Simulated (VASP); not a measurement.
A convergence study with VASP on Ni₃Fe (L1_2): one setting is varied, all else stays as given below, so the limit is that of these other settings. Each run relaxes cell and ions from the cell shown. The basis is that of the starting cell, so low cut-offs carry a Pulay error.

```xyz
4
Lattice="3.5500 0.0000 0.0000 0.0000 3.5500 0.0000 0.0000 0.0000 3.5500" Properties=species:S:1:pos:R:3 pbc="T T T"
Fe     0.0000     0.0000     0.0000
Ni     0.0000     1.7750     1.7750
Ni     1.7750     0.0000     1.7750
Ni     1.7750     1.7750     0.0000
```
Starting moments (μB, in the order of the record's atoms Fe Ni Ni Ni): 3.0 0.7 0.7 0.7.

Method: PBE GGA, VASP's PBE PAW potentials (set 64) (plane waves; VASP 6.6.1). The tightest run used: 700 eV cut-off, 8×8×8 Γ-centred mesh, first-order Methfessel-Paxton smearing of 0.10 eV, potentials Fe Ni.

Question: The settings run are ENCUT = 250; ENCUT = 300; ENCUT = 350; ENCUT = 400; ENCUT = 450; ENCUT = 500; ENCUT = 550; ENCUT = 600; ENCUT = 650; ENCUT = 700. From which on does the relaxed volume stay within 0.1 Å³/atom of the tightest run?

Answer: From ENCUT = 300 on: it is off by 0.019 there and by no more than 0.1 in any finer run, while ENCUT = 250 is off by 0.471.
```json
[
 {"setting": "ENCUT = 250", "relaxed volume (Å³/atom)": "10.654", "E (eV/atom)": "-6.2414", "moment (μB)": "4.673", "plane waves": "432", "difference judged (Å³/atom)": "0.471"},
 {"setting": "ENCUT = 300", "relaxed volume (Å³/atom)": "11.107", "E (eV/atom)": "-6.2582", "moment (μB)": "4.809", "plane waves": "552", "difference judged (Å³/atom)": "0.019"},
 {"setting": "ENCUT = 350", "relaxed volume (Å³/atom)": "11.100", "E (eV/atom)": "-6.2542", "moment (μB)": "4.807", "plane waves": "691", "difference judged (Å³/atom)": "0.026"},
 {"setting": "ENCUT = 400", "relaxed volume (Å³/atom)": "11.094", "E (eV/atom)": "-6.2495", "moment (μB)": "4.800", "plane waves": "840", "difference judged (Å³/atom)": "0.031"},
 {"setting": "ENCUT = 450", "relaxed volume (Å³/atom)": "11.117", "E (eV/atom)": "-6.2483", "moment (μB)": "4.804", "plane waves": "992", "difference judged (Å³/atom)": "0.009"},
 {"setting": "ENCUT = 500", "relaxed volume (Å³/atom)": "11.127", "E (eV/atom)": "-6.2484", "moment (μB)": "4.807", "plane waves": "1157", "difference judged (Å³/atom)": "0.001"},
 {"setting": "ENCUT = 550", "relaxed volume (Å³/atom)": "11.125", "E (eV/atom)": "-6.2483", "moment (μB)": "4.806", "plane waves": "1357", "difference judged (Å³/atom)": "0.001"},
 {"setting": "ENCUT = 600", "relaxed volume (Å³/atom)": "11.122", "E (eV/atom)": "-6.2481", "moment (μB)": "4.805", "plane waves": "1510", "difference judged (Å³/atom)": "0.003"},
 {"setting": "ENCUT = 650", "relaxed volume (Å³/atom)": "11.123", "E (eV/atom)": "-6.2480", "moment (μB)": "4.805", "plane waves": "1743", "difference judged (Å³/atom)": "0.002"},
 {"setting": "ENCUT = 700", "relaxed volume (Å³/atom)": "11.126", "E (eV/atom)": "-6.2480", "moment (μB)": "4.806", "plane waves": "1924", "difference judged (Å³/atom)": "0.000"}
]
```

Left out are rungs that failed or repeat a setting and relaxations that didn't move; long series are thinned to 24 rows.

The compound is Ni3Fe in the L1_2 structure. The spin order is the one that the start imposed; others were not tried in this run.
